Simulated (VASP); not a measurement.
All values below come from vdW-DF2, VASP's PBE PAW potentials (set 64) (plane waves; VASP).

Input for VASP

**POSCAR**
```
GaN
1.0
  1.6412639409  -2.8427524930   0.0000000000
  1.6412639409   2.8427524930   0.0000000000
  0.0000000000   0.0000000000   5.3600204733
Ga N
2 2
Cart
  1.6412639409  -0.9475860595   2.6816025674
  1.6412639409   0.9475860595   0.0015923308
  1.6412639409  -0.9475860595   4.6991456243
  1.6412639409   0.9475860595   2.0191353877
```

### INCAR
```
LCHARG  =  .FALSE.
AGGAC  =  0.0
ZAB_VDW  =  -1.8867
LWAVE  =  .FALSE.
ISIF  =  3   # ions, shape and volume
LREAL  =  .FALSE.
ALGO  =  Normal
SYSTEM  =  GaN
ENCUT  =  520
SIGMA  =  0.05   # width (eV)
GGA  =  ML
LASPH  =  .TRUE.   # aspherical one-centre terms
ISMEAR  =  0   # Gaussian
NELM  =  100   # most electronic steps
LUSE_VDW  =  .TRUE.
EDIFFG  =  -0.02   # ionic stop
PREC  =  Accurate
EDIFF  =  1E-6   # SCF stop (eV)
IBRION  =  2
LMAXMIX  =  4
NSW  =  60   # most ionic steps
```

### KPOINTS
```
Automatic
0
Gamma
7 7 4
```

POTCAR, in this order: Ga_d N (PBE.64 set). Program: vasp_std.

Output of the run:

**OSZICAR**
```
       N       E                     dE             d eps       ncg     rms          rms(c)
DAV:   1     0.301743297490E+03    0.30174E+03   -0.18585E+04  1062   0.296E+03
DAV:   2     0.211816475793E+02   -0.28056E+03   -0.27145E+03  1178   0.536E+02
DAV:   3    -0.171055587047E+02   -0.38287E+02   -0.37912E+02  1266   0.161E+02
DAV:   4    -0.185953991898E+02   -0.14898E+01   -0.14858E+01  1462   0.348E+01
DAV:   5    -0.186302963433E+02   -0.34897E-01   -0.34874E-01  1222   0.438E+00    0.127E+01
DAV:   6    -0.132442580578E+02    0.53860E+01   -0.23642E+01  1872   0.623E+01    0.325E+00
DAV:   7    -0.133785944137E+02   -0.13434E+00   -0.20956E+00  1172   0.146E+01    0.272E+00
DAV:   8    -0.133729146967E+02    0.56797E-02   -0.42423E-01  1800   0.820E+00    0.894E-01
DAV:   9    -0.133494032936E+02    0.23511E-01   -0.13765E-01  1688   0.557E+00    0.466E-01
DAV:  10    -0.133510610685E+02   -0.16578E-02   -0.87512E-03  1178   0.100E+00    0.194E-01
DAV:  11    -0.133503687335E+02    0.69233E-03   -0.38247E-03  1532   0.110E+00    0.611E-02
DAV:  12    -0.133504131462E+02   -0.44413E-04   -0.43991E-04  1158   0.157E-01    0.377E-02
DAV:  13    -0.133504139020E+02   -0.75576E-06   -0.94323E-06  1608   0.276E-02
   1 F= -.13350414E+02 E0= -.13350414E+02  d E =-.133504E+02
       N       E                     dE             d eps       ncg     rms          rms(c)
DAV:   1    -0.133558658296E+02   -0.54527E-02   -0.93873E-02  1354   0.651E+00    0.462E-01
DAV:   2    -0.133515504714E+02    0.43154E-02   -0.11653E-02  1498   0.251E+00    0.215E-01
DAV:   3    -0.133503725675E+02    0.11779E-02   -0.26352E-03  1606   0.124E+00    0.449E-02
DAV:   4    -0.133503028746E+02    0.69693E-04   -0.59884E-04  1116   0.208E-01    0.331E-02
DAV:   5    -0.133502725515E+02    0.30323E-04   -0.28247E-05  1572   0.533E-02    0.186E-02
DAV:   6    -0.133502653611E+02    0.71904E-05   -0.54127E-06  1158   0.388E-02    0.442E-03
DAV:   7    -0.133502649827E+02    0.37836E-06   -0.38090E-07   540   0.824E-03
   2 F= -.13350265E+02 E0= -.13350265E+02  d E =0.148919E-03
       N       E                     dE             d eps       ncg     rms          rms(c)
DAV:   1    -0.133528605117E+02   -0.25952E-02   -0.40181E-02  1338   0.432E+00    0.302E-01
DAV:   2    -0.133510226855E+02    0.18378E-02   -0.51507E-03  1506   0.170E+00    0.142E-01
DAV:   3    -0.133505069908E+02    0.51569E-03   -0.11621E-03  1622   0.806E-01    0.296E-02
DAV:   4    -0.133504946425E+02    0.12348E-04   -0.22382E-04  1056   0.123E-01    0.238E-02
DAV:   5    -0.133504744517E+02    0.20191E-04   -0.15778E-05  1584   0.378E-02    0.122E-02
DAV:   6    -0.133504665598E+02    0.78919E-05   -0.88104E-06  1194   0.416E-02    0.850E-04
DAV:   7    -0.133504667319E+02   -0.17209E-06   -0.32431E-07   540   0.624E-03
   3 F= -.13350467E+02 E0= -.13350467E+02  d E =-.528299E-04
```

**OUTCAR**
```
------------------------ aborting loop because EDIFF is reached ----------------------------------------
  FORCE on cell =-STRESS in cart. coord.  units (eV):
  Direction    XX          YY          ZZ          XY          YZ          ZX
  --------------------------------------------------------------------------------------
  Total       -0.0015653     -0.0015653      0.0146332     -0.0000000      0.0000000      0.0000000
  in kB       -0.0500650     -0.0500650      0.4680464     -0.0000000      0.0000000      0.0000000
  external PRESSURE =       0.1226388 kB  Pullay stress =       0.0000000 kB
  volume of cell :       50.09
      direct lattice vectors                 reciprocal lattice vectors
     1.642053226 -2.844119575 -0.000000000     0.304496829 -0.175801329  0.000000000
     1.642053226  2.844119575  0.000000000     0.304496829  0.175801329 -0.000000000
     0.000000000  0.000000000  5.362862358     0.000000000 -0.000000000  0.186467586
  FREE ENERGIE OF THE ION-ELECTRON SYSTEM (eV)
  ---------------------------------------------------
  free  energy   TOTEN  =       -13.3504667319 eV

  energy  without entropy=      -13.3504667319  energy(sigma->0) =      -13.35046673

 reached required accuracy - stopping structural energy minimisation
```
(Selected blocks of OUTCAR.)

CONTCAR:
```
GaN
   1.00000000000000
     1.6420532259143954   -2.8441195746870456   -0.0000000000000000
     1.6420532259143954    2.8441195746870456    0.0000000000000000
     0.0000000000000000    0.0000000000000000    5.3628623583931523
  Ga              N
     2     2
Direct
     0.6666669999999968    0.3333330000000032    0.5003401187957679
     0.3333330000000032    0.6666669999999968    0.0003401187957678
     0.6666669999999968    0.3333330000000032    0.8766598812042345
     0.3333330000000032    0.6666669999999968    0.3766598812042347
```

The compound is GaN in the wurtzite structure. This run relaxes it. Symmetry was kept, so distortions that lower it aren't found. The start is the result of an earlier pass.
